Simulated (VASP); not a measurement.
Output of a VASP run:

**OSZICAR**
```
       N       E                     dE             d eps       ncg     rms          rms(c)
DAV:   1     0.392129266330E+02    0.39213E+02   -0.58077E+03  2922   0.106E+03
DAV:   2    -0.443249662052E+01   -0.43645E+02   -0.40672E+02  2691   0.196E+02
DAV:   3    -0.476134889205E+01   -0.32885E+00   -0.32811E+00  3199   0.181E+01
DAV:   4    -0.476213307727E+01   -0.78419E-03   -0.78417E-03  2946   0.903E-01
DAV:   5    -0.476213773084E+01   -0.46536E-05   -0.46545E-05  2942   0.665E-02    0.113E+01
DAV:   6    -0.446798868689E+01    0.29415E+00   -0.91717E-01  2664   0.934E+00    0.684E+00
DAV:   7    -0.444149978595E+01    0.26489E-01   -0.93560E-02  2796   0.288E+00    0.295E+00
DAV:   8    -0.443794337931E+01    0.35564E-02   -0.28474E-03  2763   0.660E-01    0.255E-01
DAV:   9    -0.443794215798E+01    0.12213E-05   -0.77296E-06  2907   0.338E-02    0.945E-03
DAV:  10    -0.443794317610E+01   -0.10181E-05   -0.89260E-07  2459   0.895E-03    0.108E-03
DAV:  11    -0.443794317704E+01   -0.94212E-09   -0.20741E-08  1337   0.162E-03
   1 F= -.39319631E+01 E0= -.39318991E+01  d E =-.393196E+01
       N       E                     dE             d eps       ncg     rms          rms(c)
DAV:   1    -0.444198888555E+01   -0.40457E-02   -0.43338E-02  2659   0.237E+00    0.269E-01
DAV:   2    -0.444005648350E+01    0.19324E-02   -0.63532E-03  2635   0.789E-01    0.122E-01
DAV:   3    -0.443996095112E+01    0.95532E-04   -0.43583E-04  2682   0.197E-01    0.833E-02
DAV:   4    -0.443995988164E+01    0.10695E-05   -0.14514E-05  2763   0.324E-02    0.121E-03
DAV:   5    -0.443995994631E+01   -0.64674E-07   -0.29028E-07  1501   0.535E-03
   2 F= -.39318889E+01 E0= -.39318263E+01  d E =0.742470E-04
       N       E                     dE             d eps       ncg     rms          rms(c)
DAV:   1    -0.443957513536E+01    0.38475E-03   -0.20608E-02  2658   0.163E+00    0.187E-01
DAV:   2    -0.443865456047E+01    0.92057E-03   -0.30324E-03  2633   0.544E-01    0.820E-02
DAV:   3    -0.443860930057E+01    0.45260E-04   -0.20711E-04  2680   0.136E-01    0.560E-02
DAV:   4    -0.443860886650E+01    0.43406E-06   -0.72193E-06  2761   0.227E-02
   3 F= -.39319811E+01 E0= -.39319175E+01  d E =-.180059E-04
```

**OUTCAR**
```
------------------------ aborting loop because EDIFF is reached ----------------------------------------
  FORCE on cell =-STRESS in cart. coord.  units (eV):
  Direction    XX          YY          ZZ          XY          YZ          ZX
  --------------------------------------------------------------------------------------
  Total        0.5022586      0.5022586      0.5022586     -0.0000000     -0.0000000      0.0000000
  in kB       49.5688000     49.5688000     49.5688000     -0.0000000     -0.0000000      0.0000000
  external PRESSURE =      -0.4312000 kB  Pullay stress =      50.0000000 kB
  volume of cell :       16.23
      direct lattice vectors                 reciprocal lattice vectors
    -0.000000000  2.009709037  2.009709037    -0.248792234  0.248792234  0.248792234
     2.009709037  0.000000000  2.009709037     0.248792234 -0.248792234  0.248792234
     2.009709037  2.009709037  0.000000000     0.248792234  0.248792234 -0.248792234
 POSITION                                       TOTAL-FORCE (eV/Angst)
 -----------------------------------------------------------------------------------
      0.00000      0.00000      0.00000        -0.000000      0.000000      0.000000
 -----------------------------------------------------------------------------------
    total drift:                               -0.000000     -0.000000      0.000000
  FREE ENERGIE OF THE ION-ELECTRON SYSTEM (eV)
  ---------------------------------------------------
  free  energy   TOTEN  =        -4.4386088665 eV

  energy  without entropy=       -4.4384181055  energy(sigma->0) =       -4.43854528
  enthalpy is  TOTEN    =        -3.9319811172 eV   P V=        0.5066277493

 reached required accuracy - stopping structural energy minimisation
```
(Selected blocks of OUTCAR.)

**POSCAR**
```
Au
1
   -0.0000000000     2.0088522533     2.0088522533
    2.0088522533     0.0000000000     2.0088522533
    2.0088522533     2.0088522533     0.0000000000
Au
1
Direct
  0.0000000000   0.0000000000   0.0000000000
```

Problem. Reconstruct the remaining input files.

Solution. One answer among several that fit: the input of the run itself, LDA (Ceperley-Alder, Perdew-Zunger), plane waves, VASP's LDA PAW potentials (set 64).

### KPOINTS
```
Automatic
0
gamma
 16 16 16
```

### INCAR
```
! general
SYSTEM  = Au
PREC    = Accurate
ENCUT   = 500   ! plane-wave cut-off (eV)
LREAL   = .FALSE.
LASPH   = .TRUE.   ! aspherical one-centre terms

! electronic loop
EDIFF   = 1E-6
NELM    = 100   ! most electronic steps
ALGO    = Normal   ! blocked Davidson
LMAXMIX = 6   ! l cut-off of mixed one-centre charges

! smearing
ISMEAR  = 1   ! Methfessel-Paxton
SIGMA   = 0.1

! ions
IBRION  = 2   ! conjugate gradients
NSW     = 40   ! most ionic steps
ISIF    = 3   ! ions, shape and volume
EDIFFG  = -0.02
PSTRESS = 50

! output
LWAVE   = .FALSE.
LCHARG  = .FALSE.
```

POTCAR, in this order: Au (LDA.64 set). Program: vasp_std.

The compound is Au in the fcc structure. This run relaxes it under an external pressure of 5 GPa. Symmetry was kept, so distortions that lower it aren't found.
